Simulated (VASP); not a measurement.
VASP runs on CuZn (CsCl type) share one base input (PBE GGA, plane waves, VASP's PBE PAW potentials (set 64)) and change the settings named in each case.

POSCAR:
```
CuZn
1
    3.0090000000     0.0000000000     0.0000000000
    0.0000000000     3.0090000000     0.0000000000
    0.0000000000     0.0000000000     3.0090000000
Zn Cu
1 1
Direct
  0.5000000000   0.5000000000   0.5000000000
  0.0000000000   0.0000000000   0.0000000000
```

INCAR:
```
ALGO=Normal
EDIFF=1E-6
ENCUT=400
GGA=PE
ISIF=2
ISMEAR=1
LASPH=T
LCHARG=F
LMAXMIX=4
LREAL=F
LWAVE=F
NELM=100
PREC=Accurate
SIGMA=0.1
SYSTEM=CuZn
```

### KPOINTS
```
Automatic mesh
0
Gamma
11 11 11
0 0 0
```

POTCAR, in this order: Zn Cu (PBE.64 set). Program: vasp_std.

```json
[
 {"change": "base run", "E(σ→0) (eV/atom)": "-2.5009", "pressure (GPa)": "-5.05"},
 {"change": "ENCUT = 520, POTCAR Zn_GW Cu (PBE.64 set)", "E(σ→0) (eV/atom)": "-2.5018", "pressure (GPa)": "-4.75"},
 {"change": "ENCUT = 520, POTCAR Zn Cu_pv (PBE.64 set)", "E(σ→0) (eV/atom)": "-2.5106", "pressure (GPa)": "?"},
 {"change": "ENCUT = 800, POTCAR Zn_sv_GW Cu (PBE.64 set)", "E(σ→0) (eV/atom)": "-2.5190", "pressure (GPa)": "-4.65"},
 {"change": "ENCUT = 520", "E(σ→0) (eV/atom)": "-2.5008", "pressure (GPa)": "-4.40"},
 {"change": "ENCUT = 800", "E(σ→0) (eV/atom)": "-2.5006", "pressure (GPa)": "-4.36"}
]
```

Question: Fill in the missing entries.

Answer: 
- ENCUT = 520, POTCAR Zn Cu_pv (PBE.64 set), pressure (GPa): -5.30

Energies of different potentials or functionals have different zeros.  The base run's pressure lies -0.69 GPa from that at 800 eV (Pulay error).

Left out are runs that ran out of time, are held back, or changed the cell or the kind of run, fixed moments of cells without a moment, rows past the twelfth, gaps on odd meshes, pressures of charged cells and columns that move by less than the noise.

The compound is CuZn in the CsCl type structure. The cell was not relaxed at this level. The electron count is odd and the run is not spin-polarised, which forces a metal.
